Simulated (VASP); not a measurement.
```
CELL_PARAMETERS angstrom
      3.15753     0.00000     0.00000
     -1.57877     2.73450     0.00000
      0.00000     0.00000     4.99221
ATOMIC_POSITIONS crystal
  Hf 0.66667 0.33333 0.75000
  Hf 0.33333 0.66667 0.25000
```

These are PBEsol GGA, VASP's PBE PAW potentials (set 64) (plane waves; VASP) values and carry that method's errors. Run with PREC = Normal, EDIFF = 1E-5, 400 eV cut-off, 15×15×8 Γ-centred mesh, first-order Methfessel-Paxton smearing of 0.10 eV, potentials Hf_pv.

Unless said otherwise, spin-orbit coupling is left out, though it shifts the bands of the heavy elements here.

Q: Predict the energy per atom (σ→0), band gap (on the k-mesh) with the smallest direct gap where there is one.

A: 
```
Property                                                    Result
------------------------  ----------------------------------------
band gap (on the k-mesh)  none (metal, semimetal or under 0.01 eV)
energy per atom (σ→0)                              -10.503 eV/atom
```

Only differences to runs with the same potentials and settings are physical.

The compound is Hf in the hcp structure. It was relaxed first.
